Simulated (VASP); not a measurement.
Input of a VASP 6.6.1 run:

The input INCAR:

```
ALGO     = Normal         # electronic algorithm
EDIFF    = 1E-7           # SCF threshold, eV
ENCUT    = 520            # plane-wave cutoff, eV
GGA      = PE             # functional
ISIF     = 2              # what is computed and relaxed
ISMEAR   = -1             # smearing method
LASPH    = T              # aspherical terms in the spheres
LCHARG   = F              # write CHGCAR
LREAL    = F              # projectors in reciprocal space
LWAVE    = F              # write WAVECAR
NBANDS   = 26             # bands
NELM     = 80             # most SCF steps
PREC     = Accurate       # precision mode
SIGMA    = 0.05           # smearing width, eV
```

Contents of KPOINTS:

```
k-points
0
Gamma
  8 8 5
```

POSCAR

```
GaN
1.0
    3.1900000000      0.0000000000      0.0000000000
   -1.5950000000      2.7626210381      0.0000000000
    0.0000000000      0.0000000000      5.1890000000
Ga N
2 2
Direct
    0.6666666667      0.3333333333      0.0000000000
    0.3333333333      0.6666666667      0.5000000000
    0.6666666667      0.3333333333      0.3750000000
    0.3333333333      0.6666666667      0.8750000000
```

Potentials or basis: VASP PAW PBE potentials, release 64 (Ga_d, N).

The run is started by

```console
$ cat potpaw_PBE.64/Ga_d/POTCAR potpaw_PBE.64/N/POTCAR > POTCAR
$ mpirun -np 1 vasp_std > vasp.out
```

Estimate the largest force.

0.118 eV/Å.

What does it give for the band gap on the k mesh?

1.90 eV, direct.

Estimate the pressure.

5.2 GPa.

Stress tensor (GPa, compression positive):
```
4.68 0.00 0.00
0.00 4.68 0.00
0.00 0.00 6.25
```

Caveat: the cell's inner coordinates are idealised or old, which leaves forces on the atoms.

**Experimental background.**

“Studying electronic properties in GaN without electrical contacts using γ-γ vs e−-γ Perturbed Angular Correlations”, 2019, pmc:6823545 quotes, for a bulk crystal of GaN: band gap 3.503 ± 0.005 eV (direct).

Against the measured gap of GaN, 3.503 eV (direct; quoted in “Studying electronic properties in GaN without electrical contacts using γ-γ vs e−-γ Perturbed Angular Correlations”, 2019, pmc:6823545), the calculated 1.90 eV is off by -1.61 eV. Spin-orbit coupling on Ga is left out. The value is that of PBE, without temperature or zero-point motion. Semilocal functionals fall short of measured gaps as a rule.
